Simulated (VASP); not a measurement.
Given:

```xyz
2
Lattice="1.6001 -2.7715 0.0000 1.6001 2.7715 0.0000 0.0000 0.0000 5.1562" Properties=species:S:1:pos:R:3 pbc="T T T"
Zr     1.6001     0.9238     1.2890
Zr     1.6001    -0.9238     3.8671
```

Method: rev-vdW-DF2, VASP's PBE PAW potentials (set 64) (plane waves; VASP). Numerical set-up: 520 eV cut-off, Gaussian smearing of 0.050 eV, potentials Zr_sv.

Question: Give the energies of bands 9 to 15 at the high-symmetry points, in eV from the Fermi level.

Answer: 
```
band      Γ      M      K      A      L      H
----  -----  -----  -----  -----  -----  -----
9     -5.69  -2.66  -2.17  -3.99  -2.95  -1.50
10    -3.11  -2.55  -1.35  -3.99  -2.95  -1.50
11     0.84  -2.24  -1.35  -0.04  -1.16  -1.31
12     0.84  -0.14  -1.13  -0.04  -1.16  -1.31
13     0.87   0.56   0.21   0.76   1.70  -0.03
14     1.16   0.71   0.21   0.76   1.70  -0.03
15     1.52   1.40   1.76   0.76   2.24   2.00
```

It has no gap at this level: it comes out as a metal or semimetal.

The compound is Zr in the hcp structure. It was relaxed first.
